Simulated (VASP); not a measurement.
# Be3CdSe4 (P-43m) in VASP: notebook

One crystal, Be3CdSe4, is run at these levels: PBE; tasks: relaxation of cell and atoms.

Everything below comes from runs of VASP 6.6.1. Logs are shortened: lines on timing, memory, paths and dates and some standing lists are left out, and cuts for length are marked.

**1. The crystal as given**

Symmetry: P-43m, No. 215, cubic system. Conventional cell: a = 5.448 Å, b = 5.448 Å, c = 5.448 Å, α = 90.00°, β = 90.00°, γ = 90.00°. Be (site symmetry -42m) is surrounded by 4 Se at 2.30 Å. Cd (site symmetry -43m) is surrounded by 4 Se at 2.58 Å. Around Se (site symmetry 3m) lie 3 Be at 2.30 Å and 1 Cd at 2.58 Å.

The cell was built by a generator and needn't be a form met in nature.

**2. Relaxation of cell and atoms, PBE**

The input, INCAR:

```
PREC = Accurate
ENCUT = 520
EDIFF = 1E-6
ISMEAR = 0
SIGMA = 0.03
LREAL = F
LASPH = T
NELM = 120
ALGO = Normal
ISIF = 3
LWAVE = F
LCHARG = F
GGA = PE
IBRION = 2
NSW = 90
EDIFFG = -0.01
KPAR = 4
```

The input, KPOINTS:

```
Automatic mesh
0
Gamma
  6 6 6
```

The input, POSCAR:

```
Be3CdSe4
1.0
    5.4480000000      0.0000000000      0.0000000000
    0.0000000000      5.4480000000      0.0000000000
    0.0000000000      0.0000000000      5.4480000000
Be Cd Se
3 1 4
Direct
    0.5000000000      0.0000000000      0.5000000000
    0.0000000000      0.5000000000      0.5000000000
    0.5000000000      0.5000000000      0.0000000000
    0.0000000000      0.0000000000      0.0000000000
    0.7268110600      0.7268110600      0.2731889400
    0.2731889400      0.2731889400      0.2731889400
    0.7268110600      0.2731889400      0.7268110600
    0.2731889400      0.7268110600      0.7268110600
```

Potentials or basis: VASP PAW PBE potentials, release 64 (Be, Cd, Se).

On the command line:

```
> cat potpaw_PBE.64/Be/POTCAR potpaw_PBE.64/Cd/POTCAR potpaw_PBE.64/Se/POTCAR > POTCAR
> mpirun -np 4 vasp_std > vasp.out
```

OUTCAR:

```text
PREC = Accurate
   ENCUT = 520
   EDIFF = 1E-6
   ISMEAR = 0
   LREAL = F
   LASPH = T
   NELM = 120
   ISIF = 3
   GGA = PE
   IBRION = 2
   NSW = 90
   EDIFFG = -0.01

 ion  position               nearest neighbor table
   1  0.500  0.000  0.500-   5 2.30   6 2.30   7 2.30   8 2.30
   2  0.000  0.500  0.500-   5 2.30   6 2.30   7 2.30   8 2.30
   3  0.500  0.500  0.000-   5 2.30   6 2.30   7 2.30   8 2.30
   4  0.000  0.000  0.000-   5 2.58   6 2.58   7 2.58   8 2.58
   5  0.727  0.727  0.273-   1 2.30   2 2.30   3 2.30   4 2.58
   6  0.273  0.273  0.273-   1 2.30   2 2.30   3 2.30   4 2.58
   7  0.727  0.273  0.727-   1 2.30   2 2.30   3 2.30   4 2.58
   8  0.273  0.727  0.727-   1 2.30   2 2.30   3 2.30   4 2.58

  LATTYP: Found a simple cubic cell.
 ALAT       =     5.4480000000

  Lattice vectors:

 A1 = (   5.4480000000,   0.0000000000,   0.0000000000)
 A2 = (   0.0000000000,   5.4480000000,   0.0000000000)
 A3 = (   0.0000000000,   0.0000000000,   5.4480000000)

Analysis of symmetry for initial positions (statically):
=====================================================================
 Subroutine PRICEL returns:
 Original cell was already a primitive cell.

 Routine SETGRP: Setting up the symmetry group for a
 simple cubic supercell.

 Subroutine GETGRP returns: Found 24 space group operations
 (whereof 24 operations were pure point group operations)
 out of a pool of 48 trial point group operations.

The static configuration has the point symmetry T_d .

Analysis of symmetry for dynamics (positions and initial velocities):
=====================================================================
 Subroutine PRICEL returns:
 Original cell was already a primitive cell.

 Routine SETGRP: Setting up the symmetry group for a
 simple cubic supercell.

 Subroutine GETGRP returns: Found 24 space group operations
 (whereof 24 operations were pure point group operations)
 out of a pool of 48 trial point group operations.

The dynamic configuration has the point symmetry T_d .

 Subroutine INISYM returns: Found 24 space group operations
 (whereof 24 operations are pure point group operations),
 and found     1 'primitive' translations

----------------------------------------------------------------------------------------

                                     Primitive cell

  volume of cell :     161.7005

  direct lattice vectors                    reciprocal lattice vectors
[... 85 lines left out ...]
   PREC   = accura    normal or accurate (medium, high low for compatibility)
   ISTART =      0    job   : 0-new  1-cont  2-samecut
   ICHARG =      2    charge: 1-file 2-atom 10-const
   ISPIN  =      1    spin polarized calculation?
   LNONCOLLINEAR =      F non collinear calculations
   LSORBIT =      F    spin-orbit coupling
   LASPH  =      T    aspherical Exc in radial PAW
   ENCUT  =  520.0 eV  38.22 Ry    6.18 a.u.  10.13 10.13 10.13*2*pi/ulx,y,z
   NELM   =    120;   NELMIN=  2; NELMDL= -5     # of ELM steps
   EDIFF  = 0.1E-05   stopping-criterion for ELM
   LREAL  =      F    real-space projection
   EDIFFG = -.1E-01   stopping-criterion for IOM
   NSW    =     90    number of steps for IOM
   IBRION =      2    ionic relax: 0-MD 1-quasi-New 2-CG
   NFREE  =      1    steps in history (QN), initial steepest desc. (CG)
   ISIF   =      3    stress and relaxation
   ISYM   =      2    0-nonsym 1-usesym 2-fastsym
   POTIM  = 0.5000    time-step for ionic-motion
   TEBEG  =    0.0;   TEEND  =   0.0 temperature during run
   PSTRESS=    0.0 pullay stress
   NELECT =      42.0000    total number of electrons
   NUPDOWN=      -1.0000    fix difference up-down
   EMIN   =  10.00;   EMAX   =-10.00  energy-range for DOS
   EFERMI =   0.00;   METHOD = LEGACY
   ISMEAR =     0;   SIGMA  =   0.03  broadening in eV -4-tet -1-fermi 0-gaus
   EFERMI_NEDOS =   21; number of points for ismear=-14 and -15
   IALGO  =     38    algorithm
   IMIX   =      4    mixing-type and parameters
     AMIX     =   0.40;   BMIX     =  1.00
     AMIX_MAG =   1.60;   BMIX_MAG =  1.00
  volume/ion in A,a.u.               =      20.21       136.40
  Fermi-wavevector in a.u.,A,eV,Ry     =   1.044530  1.973875 14.844534  1.091042
  Thomas-Fermi vector in A             =   2.179286
   LORBIT       =      0    0 simple, 1 ext, 2 COOP (PROOUT), +10 PAW based schemes
   GGA     = PE    functional components
   LHFCALC =     F    Hartree Fock is set to
   AEXX    =    0.0000 exact exchange contribution
   IVDW    =     0    specifies the selected vdW correction
   LEPSILON=     F    determine dielectric tensor
   LRPA    =     F    only Hartree local field effects (RPA)
 conjugate gradient relaxation of ions
 non-spin polarized calculation
 Gauss-broadening in eV      SIGMA  =   0.03
  energy-cutoff  :      520.00
  volume of cell :      161.70
 maximum number of plane-waves:      4388
 NGX is ok and might be reduce to    42
   NGX = 21   NGY = 21   NGZ = 21

--------------------------------------- Ionic step        1  -------------------------------------------

 number of electron      42.0000011 magnetization

 Free energy of the ion-electron system (eV)
  ---------------------------------------------------
  ext. energy  EPLUGINS =         0.00000000
  ---------------------------------------------------
  free energy    TOTEN  =       -31.34559372 eV

  energy without entropy =      -31.34559372  energy(sigma->0) =      -31.34559372

------------------------ aborting loop because EDIFF is reached ----------------------------------------

  FORCE on cell =-STRESS in cart. coord.  units (eV):
  Direction    XX          YY          ZZ          XY          YZ          ZX
  --------------------------------------------------------------------------------------
  -------------------------------------------------------------------------------------
  Total        0.0883263      0.0883263      0.0883263     -0.0000000      0.0000000      0.0000000
  in kB        0.8751641      0.8751641      0.8751641     -0.0000000      0.0000000      0.0000000
  external PRESSURE =       0.8751641 kB  Pullay stress =       0.0000000 kB
[... 71 lines left out ...]
--------------------------------------- Ionic step        3  -------------------------------------------

 number of electron      42.0000011 magnetization

 Free energy of the ion-electron system (eV)
  ---------------------------------------------------
  ext. energy  EPLUGINS =         0.00000000
  ---------------------------------------------------
  free energy    TOTEN  =       -31.34604204 eV

  energy without entropy =      -31.34604204  energy(sigma->0) =      -31.34604204

 E-fermi :   2.5711     XC(G=0):  -9.1895

 val. band max:        2.4042787396   @ k =   0.0000   0.0000   0.0000
 cond. band min:       4.9979065252   @ k =   0.0000   0.0000   0.0000
 fundamental gap:      2.5936277855
 Fermi energy:         2.5710713849

 k-point     1 :       0.0000    0.0000    0.0000
  band No.  band energies     occupation
      1     -10.9360      2.00000
      2      -9.6033      2.00000
      3      -9.6033      2.00000
      4      -9.6033      2.00000
      5      -5.1820      2.00000
      6      -5.1820      2.00000
[... 604 lines left out ...]
  FREE ENERGIE OF THE ION-ELECTRON SYSTEM (eV)
  ---------------------------------------------------
  free  energy   TOTEN  =       -31.3460420370 eV

  energy  without entropy=      -31.3460420370  energy(sigma->0) =      -31.34604204

 reached required accuracy - stopping structural energy minimisation
```

It took 53 s on 4 MPI ranks of Intel Xeon Platinum 8259CL at 2.50GHz (Skylake/Cascade Lake), shared host; peak memory 0.31 GiB.

Results:

* Free energy: -31.3460 eV
* Relaxed volume: 20.26 Å³/atom
* Relaxed cell: a = 5.452 Å, b = 5.452 Å, c = 5.452 Å, α = 90.00°, β = 90.00°, γ = 90.00°
* Space group after relaxing (to 0.05 Å): P-43m (No. 215)
* Energy gained by relaxing: 0.1 meV/atom
* Ionic steps: 3
* Pressure after relaxing: 0.0 GPa
* Largest force after relaxing: 0.006 eV/Å
* Band gap on the k mesh: 2.59 eV, direct

Forces in eV/Å, atoms in the order of the input:
```
Be   0.000  0.000  0.000
Be   0.000  0.000  0.000
Be   0.000  0.000  0.000
Cd   0.000  0.000  0.000
Se   0.003  0.003 -0.003
Se  -0.003 -0.003 -0.003
Se   0.003 -0.003  0.003
Se  -0.003  0.003  0.003
```

Step by step:
```
step  energy change (eV)  largest force (eV/Å)  pressure (GPa)  volume (Å³)
   1              0.0000                0.0522            0.09       161.70
   2             -0.0004                0.0186           -0.01       161.96
   3             -0.0004                0.0059           -0.04       162.06
```

Final structure:
```xyz
8
Lattice="5.4520 0.0000 0.0000 0.0000 5.4520 0.0000 0.0000 0.0000 5.4520" Properties=species:S:1:pos:R:3 pbc="T T T"
Be    2.7260    0.0000    2.7260
Be    0.0000    2.7260    2.7260
Be    2.7260    2.7260    0.0000
Cd    0.0000    0.0000    0.0000
Se    3.9646    3.9646    1.4874
Se    1.4874    1.4874    1.4874
Se    3.9646    1.4874    3.9646
Se    1.4874    3.9646    3.9646
```

A k mesh can miss the band edges. A hybrid or GW would open this gap; PBE tends to underestimate it.

**3. Relaxation of cell and atoms, PBE**

This run uses another cell than the first one, of 20.26 Å³/atom, 1.002 times its volume.

The input, INCAR:

```
PREC = Accurate
ENCUT = 520
EDIFF = 1E-7
ISMEAR = 0
SIGMA = 0.03
LREAL = F
LASPH = T
NELM = 120
ALGO = Normal
ISIF = 3
LWAVE = F
LCHARG = F
GGA = PE
IBRION = 2
NSW = 60
EDIFFG = -0.005
POTIM = 0.3
KPAR = 4
```

KPOINTS is that of step 2.

The input, POSCAR:

```
Be3CdSe4                                
1.0
    5.4520077176     -0.0000000000      0.0000000000
   -0.0000000000      5.4520077176     -0.0000000000
    0.0000000000      0.0000000000      5.4520077176
  Be              Cd              Se            
     3     1     4
Direct
     0.5000000000000000    0.0000000000000000    0.5000000000000000
     0.0000000000000000    0.5000000000000000    0.5000000000000000
     0.5000000000000000    0.5000000000000000    0.0000000000000000
     0.0000000000000000    0.0000000000000000    0.0000000000000000
     0.7271794889613407    0.7271794889613407    0.2728205110386595
     0.2728205110386595    0.2728205110386595    0.2728205110386595
     0.7271794889613407    0.2728205110386595    0.7271794889613407
     0.2728205110386595    0.7271794889613407    0.7271794889613407
```

Potentials or basis: VASP PAW PBE potentials, release 64 (Be, Cd, Se).

On the command line:

```
> cat potpaw_PBE.64/Be/POTCAR potpaw_PBE.64/Cd/POTCAR potpaw_PBE.64/Se/POTCAR > POTCAR
> mpirun -np 4 vasp_std > vasp.out
```

Wall time 44 s (4 MPI ranks of Intel Xeon Platinum 8259CL at 2.50GHz (Skylake/Cascade Lake), shared host); peak memory 0.31 GiB.

It converged, with:

* Free energy: -31.3461 eV
* Relaxed volume: 20.25 Å³/atom
* Relaxed cell: a = 5.451 Å, b = 5.451 Å, c = 5.451 Å, α = 90.00°, β = 90.00°, γ = 90.00°
* Space group after relaxing (to 0.05 Å): P-43m (No. 215)
* Energy gained by relaxing: 0.0 meV/atom
* Ionic steps: 2
* Pressure after relaxing: 0.0 GPa
* Band gap on the k mesh: 2.60 eV, direct

Forces on the atoms (eV/Å):
```
Be   0.000  0.000  0.000
Be   0.000  0.000  0.000
Be   0.000  0.000  0.000
Cd   0.000  0.000  0.000
Se   0.002  0.002 -0.002
Se  -0.002 -0.002 -0.002
Se   0.002 -0.002  0.002
Se  -0.002  0.002  0.002
```

Final structure:
```cif
data_structure
_symmetry_space_group_name_H-M 'P 1'
_symmetry_Int_Tables_number 1
_cell_length_a 5.4512
_cell_length_b 5.4512
_cell_length_c 5.4512
_cell_angle_alpha 90.000
_cell_angle_beta 90.000
_cell_angle_gamma 90.000
_cell_volume 161.99
loop_
_atom_site_label
_atom_site_type_symbol
_atom_site_fract_x
_atom_site_fract_y
_atom_site_fract_z
_atom_site_occupancy
Be1 Be 0.50000 0.00000 0.50000 1
Be2 Be 0.00000 0.50000 0.50000 1
Be3 Be 0.50000 0.50000 0.00000 1
Cd1 Cd 0.00000 0.00000 0.00000 1
Se1 Se 0.72720 0.72720 0.27280 1
Se2 Se 0.27280 0.27280 0.27280 1
Se3 Se 0.72720 0.27280 0.72720 1
Se4 Se 0.27280 0.72720 0.72720 1
```

Levels at points of the mesh, in eV from the valence-band top:
```tsv
k point	band 17	band 18	band 19	band 20	band 21	band 22	band 23	band 24	band 25	band 26
(0.00, 0.00, 0.00)	-2.41	-2.41	0.00	0.00	0.00	2.60	2.80	2.80	2.80	3.20
(0.50, 0.00, 0.00)	-2.53	-1.77	-1.77	-0.84	-0.84	3.39	4.01	4.65	4.77	5.51
(0.50, 0.50, 0.00)	-2.53	-1.88	-1.05	-0.61	-0.61	4.27	4.27	4.28	5.18	6.11
(0.50, 0.50, 0.50)	-1.23	-1.23	-0.35	-0.35	-0.35	3.04	3.44	3.44	3.44	5.31
```
